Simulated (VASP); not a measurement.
Output of a VASP run:

### OSZICAR
```
       N       E                     dE             d eps       ncg     rms          rms(c)
DAV:   1     0.108757730376E+03    0.10876E+03   -0.91879E+03  3641   0.144E+03
DAV:   2    -0.735136061046E+01   -0.11611E+03   -0.11123E+03  3741   0.382E+02
DAV:   3    -0.869633965030E+01   -0.13450E+01   -0.13376E+01  4197   0.469E+01
DAV:   4    -0.870384059876E+01   -0.75009E-02   -0.75001E-02  3997   0.360E+00
DAV:   5    -0.870395285897E+01   -0.11226E-03   -0.11226E-03  4162   0.407E-01    0.134E+01
DAV:   6    -0.812984778822E+01    0.57411E+00   -0.12265E+00  3792   0.169E+01    0.461E+00
DAV:   7    -0.810073620619E+01    0.29112E-01   -0.40266E-02  4272   0.268E+00    0.194E+00
DAV:   8    -0.809556521126E+01    0.51710E-02   -0.55904E-03  3783   0.125E+00    0.305E-01
DAV:   9    -0.809529844476E+01    0.26677E-03   -0.19991E-04  4191   0.240E-01    0.366E-02
DAV:  10    -0.809530445262E+01   -0.60079E-05   -0.29606E-06  3921   0.238E-02    0.539E-03
DAV:  11    -0.809530458548E+01   -0.13286E-06   -0.39685E-07  2205   0.975E-03
   1 F= -.57108223E+01 E0= -.57110135E+01  d E =-.571082E+01
       N       E                     dE             d eps       ncg     rms          rms(c)
DAV:   1    -0.113355442140E+02   -0.32402E+01   -0.57533E+01  3855   0.125E+02    0.224E+01
DAV:   2    -0.781848354454E+01    0.35171E+01   -0.69662E+00  3720   0.430E+01    0.321E+00
DAV:   3    -0.766802917729E+01    0.15045E+00   -0.38325E-01  4068   0.938E+00    0.266E+00
DAV:   4    -0.767363467792E+01   -0.56055E-02   -0.15379E-02  3963   0.184E+00    0.880E-01
DAV:   5    -0.767629952762E+01   -0.26648E-02   -0.30328E-03  4104   0.734E-01    0.807E-02
DAV:   6    -0.767615756766E+01    0.14196E-03   -0.93370E-05  3990   0.129E-01    0.226E-02
DAV:   7    -0.767615317785E+01    0.43898E-05   -0.93202E-06  4212   0.496E-02    0.139E-03
DAV:   8    -0.767615344767E+01   -0.26982E-06   -0.75344E-08  2280   0.400E-03
   2 F= -.55572374E+01 E0= -.55573211E+01  d E =0.153585E+00
       N       E                     dE             d eps       ncg     rms          rms(c)
DAV:   1    -0.105090954469E+02   -0.28329E+01   -0.40497E+01  3852   0.112E+02    0.107E+01
DAV:   2    -0.807671134489E+01    0.24324E+01   -0.55798E+00  3798   0.360E+01    0.432E+00
DAV:   3    -0.804335855448E+01    0.33353E-01   -0.14840E-01  4185   0.528E+00    0.198E+00
DAV:   4    -0.804879166235E+01   -0.54331E-02   -0.11038E-02  3897   0.147E+00    0.633E-01
DAV:   5    -0.805047002331E+01   -0.16784E-02   -0.17484E-03  4194   0.551E-01    0.781E-02
DAV:   6    -0.805038549842E+01    0.84525E-04   -0.56330E-05  3891   0.113E-01    0.102E-02
DAV:   7    -0.805038653935E+01   -0.10409E-05   -0.15560E-06  3405   0.196E-02    0.597E-03
DAV:   8    -0.805038585678E+01    0.68258E-06   -0.93871E-08  2073   0.423E-03
   3 F= -.57205403E+01 E0= -.57207110E+01  d E =-.971803E-02
       N       E                     dE             d eps       ncg     rms          rms(c)
DAV:   1    -0.804868398726E+01    0.17026E-02   -0.29495E-03  3855   0.924E-01    0.111E-01
DAV:   2    -0.804849363985E+01    0.19035E-03   -0.42680E-04  3813   0.321E-01    0.186E-02
DAV:   3    -0.804849160508E+01    0.20348E-05   -0.93716E-06  4116   0.436E-02    0.979E-03
DAV:   4    -0.804849355911E+01   -0.19540E-05   -0.15674E-06  3289   0.180E-02    0.821E-04
DAV:   5    -0.804849347611E+01    0.82995E-07   -0.45726E-08  1905   0.348E-03
   4 F= -.57205557E+01 E0= -.57207257E+01  d E =-.973346E-02
```

OUTCAR:
```
------------------------ aborting loop because EDIFF is reached ----------------------------------------
  FORCE on cell =-STRESS in cart. coord.  units (eV):
  Direction    XX          YY          ZZ          XY          YZ          ZX
  --------------------------------------------------------------------------------------
  Total        2.3234867      2.3234867      2.3234867     -0.0000000      0.0000000      0.0000000
  in kB      299.4264007    299.4264007    299.4264007     -0.0000000      0.0000000      0.0000000
  external PRESSURE =      -0.5735993 kB  Pullay stress =     300.0000000 kB
  volume of cell :       12.43
      direct lattice vectors                 reciprocal lattice vectors
    -0.000000000  1.838697274  1.838697274    -0.271931659  0.271931659  0.271931659
     1.838697274  0.000000000  1.838697274     0.271931659 -0.271931659  0.271931659
     1.838697274  1.838697274  0.000000000     0.271931659  0.271931659 -0.271931659
 POSITION                                       TOTAL-FORCE (eV/Angst)
 -----------------------------------------------------------------------------------
     -0.00000      1.83870      1.83870        -0.000000      0.000000      0.000000
 -----------------------------------------------------------------------------------
    total drift:                               -0.000000     -0.000000      0.000000
  FREE ENERGIE OF THE ION-ELECTRON SYSTEM (eV)
  ---------------------------------------------------
  free  energy   TOTEN  =        -8.0484934761 eV

  energy  without entropy=       -8.0490033464  energy(sigma->0) =       -8.04866343
  enthalpy is  TOTEN    =        -5.7205557164 eV   P V=        2.3279377597

 reached required accuracy - stopping structural energy minimisation
```
(Selected blocks of OUTCAR.)

File POSCAR:
```
Rh
1
    0.0000000000     1.8534653881     1.8534653881
    1.8534653881     0.0000000000     1.8534653881
    1.8534653881     1.8534653881     0.0000000000
Rh
1
Direct
  0.0000000000   0.0000000000   0.0000000000
```

**Question.** Write an INCAR and KPOINTS that could have produced this output.

**Answer.** This is not unique; one that fits is the input of the run itself, PBEsol GGA, plane waves, VASP's PBE PAW potentials (set 64).

### KPOINTS
```
Automatic mesh
0
Gamma
17 17 17
0 0 0
```

INCAR:
```
! general
SYSTEM  = Rh
PREC    = Accurate
ENCUT   = 500   ! plane-wave cut-off (eV)
LREAL   = .FALSE.
LASPH   = .TRUE.   ! aspherical one-centre terms

! electronic loop
EDIFF   = 1E-6   ! SCF stop (eV)
NELM    = 100   ! most electronic steps
ALGO    = Normal   ! blocked Davidson
LMAXMIX = 4   ! l cut-off of mixed one-centre charges

! smearing
ISMEAR  = 1   ! Methfessel-Paxton
SIGMA   = 0.1   ! width (eV)

! functional
GGA     = PS

! ions
IBRION  = 2
NSW     = 40   ! most ionic steps
ISIF    = 3   ! ions, shape and volume
EDIFFG  = -0.02
PSTRESS = 300   ! kbar

! output
LWAVE   = .FALSE.
LCHARG  = .FALSE.
```

POTCAR, in this order: Rh_pv (PBE.64 set). Program: vasp_std.

Energy and stress use the plane-wave basis of the starting cell.

The compound is Rh in the fcc structure. This run relaxes it under an external pressure of 30 GPa. Symmetry was kept, so distortions that lower it aren't found.
